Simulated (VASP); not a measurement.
Here is the system:

```yaml
crystal:
  lattice:
    - [3.75761, 0.00000, 0.00000]
    - [-1.87880, 3.25418, 0.00000]
    - [0.00000, 0.00000, 3.66724]
  atoms:
    - { symbol: Tc, position: [0.00000, 0.00000, 0.00000] }
    - { symbol: Sb, position: [0.66667, 0.33333, 0.50000] }
```

Method: PBE GGA, VASP's PBE PAW potentials (set 64) (plane waves; VASP). Settings: 300 eV cut-off, 8×8×7 Γ-centred mesh, Gaussian smearing of 0.20 eV, potentials Tc_pv Sb.

### Question
Give the energies of bands 5 to 12 at the high-symmetry points, in eV from the Fermi level.

### Answer

```csv
band,Γ,M,K,A,L,H
5,-2.62,-5.66,-5.06,-6.06,-4.46,-4.66
6,-2.28,-2.57,-3.87,-1.95,-4.16,-4.23
7,-2.28,-2.32,-2.48,-1.95,-3.06,-2.76
8,-0.68,-0.89,-1.21,-1.24,-0.92,-1.16
9,-0.68,-0.82,-0.44,-1.24,0.00,-0.04
10,0.02,0.39,-0.33,-0.07,0.10,0.96
11,3.45,0.41,0.01,3.27,1.51,1.69
12,3.45,4.08,5.04,3.27,2.15,2.25
```

It has no gap at this level: it comes out as a metal or semimetal.

The structure was generated: TcSb was put into an ordered model structure, which need not be its known phase. The cell was not relaxed at this level.
